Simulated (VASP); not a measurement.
Given:

```
RuB
1.0
    0.00000     2.15634     2.15634
    2.15634     0.00000     2.15634
    2.15634     2.15634     0.00000
Ru B
1 1
Direct
  0.00000   0.00000   0.00000
  0.50000   0.50000   0.50000
```

Computed with LDA (Ceperley-Alder, Perdew-Zunger), VASP's LDA PAW potentials (set 64) (plane waves; VASP). Run with 520 eV cut-off, Gaussian smearing of 0.050 eV, potentials Ru_pv B.

### Question
Give the energies of bands 5 to 11 at the high-symmetry points, in eV from the Fermi level.

### Answer

```
band      Γ      X      U      L      W
----  -----  -----  -----  -----  -----
5     -2.92  -5.13  -5.47  -6.39  -4.82
6     -2.92  -3.81  -4.46  -5.21  -4.82
7     -2.92  -0.76  -3.52  -5.21  -4.49
8     -1.93   0.33  -0.14  -0.36   0.33
9     -1.93   0.33  -0.11  -0.36   1.26
10     2.85   0.48   1.68   2.12   1.26
11     2.85   0.48   4.77   8.41   3.32
```

It has no gap at this level: it comes out as a metal or semimetal.

The structure was generated: RuB was put into the rock salt type (Fm-3m), which need not be its known phase. It was relaxed first, which changed the volume by -35 %. The electron count is odd and the run is not spin-polarised, which forces a metal.
